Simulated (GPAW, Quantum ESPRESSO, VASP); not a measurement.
## Code comparison for SrAg₃Pd₂ (P1, 6 atoms in the cell)

Self-consistent single point, at a second geometry (atoms moved at random). First geometry:

```yaml
crystal:
  lattice:
    - [5.54858, 0.00000, 0.00000]
    - [-2.77429, 4.80521, 0.00000]
    - [0.00000, 0.00000, 4.55616]
  atoms:
    - { symbol: Sr, position: [0.00000, 0.00000, 0.00000] }
    - { symbol: Ag, position: [0.50000, 0.00000, 0.50000] }
    - { symbol: Ag, position: [0.50000, 0.50000, 0.50000] }
    - { symbol: Ag, position: [0.00000, 0.50000, 0.50000] }
    - { symbol: Pd, position: [0.33333, 0.66667, 0.00000] }
    - { symbol: Pd, position: [0.66667, 0.33333, 0.00000] }
```

Second geometry:
```
SrAg3Pd2
1.0
    5.54858     0.00000     0.00000
   -2.77429     4.80521     0.00000
    0.00000     0.00000     4.55616
Sr Ag Pd
1 3 2
Direct
  0.00547   0.00710   0.98430
  0.50177   0.00854   0.50872
  0.49857   0.49794   0.51063
  0.99230   0.48207   0.49729
  0.33333   0.67005   0.00093
  0.66856   0.33430   0.99812
```

Shared settings, as Quantum ESPRESSO writes them: occupations = smearing; smearing = gauss; degauss = 0.0147 Ry; K_POINTS = automatic 6 6 6 0 0 0. Potentials and cutoffs stand in the table.

```tsv
code	model	ΔF from the first geometry (meV/atom)	pressure (GPa)	largest force (eV/Å)	cutoff
GPAW	PBEsol, GPAW PAW datasets PBEsol (made by gpaw-setup)	10.2	-2.60	0.801	550 eV
Quantum ESPRESSO	PBEsol, GBRV 1.5 ultrasoft (PBESOL) pseudopotentials	10.3	-3.34	0.815	40 Ry
VASP	PBEsol, VASP's PBE PAW potentials (set 64)	10.1	-2.91	0.789	300 eV
```

Size of the force on each atom (eV/Å): Sizes of forces hide their directions.

| code | Sr1 | Ag2 | Ag3 | Ag4 | Pd5 | Pd6 |
|---|---|---|---|---|---|---|
| GPAW | 0.203 | 0.801 | 0.445 | 0.635 | 0.177 | 0.316 |
| Quantum ESPRESSO | 0.199 | 0.815 | 0.452 | 0.644 | 0.181 | 0.324 |
| VASP | 0.202 | 0.789 | 0.439 | 0.627 | 0.174 | 0.311 |

On GPAW's run: spin polarisation is off.

The spread over the programs that give each value: ΔF from the first geometry within 0.2 meV/atom; pressure within 0.74 GPa; largest force within 0.026 eV/Å.

VASP's run is marked for a possible Pulay error in its stress at this cutoff; no cutoff test was made.

The starting cell comes from a database of computed structures (which also holds hypothetical and non-ambient phases and stackings), without a prior relaxation at this level. For this run, on top of that: atoms moved at random.

Left out of this page: Ansatz and SIESTA (not drawn, or without a comparable value).
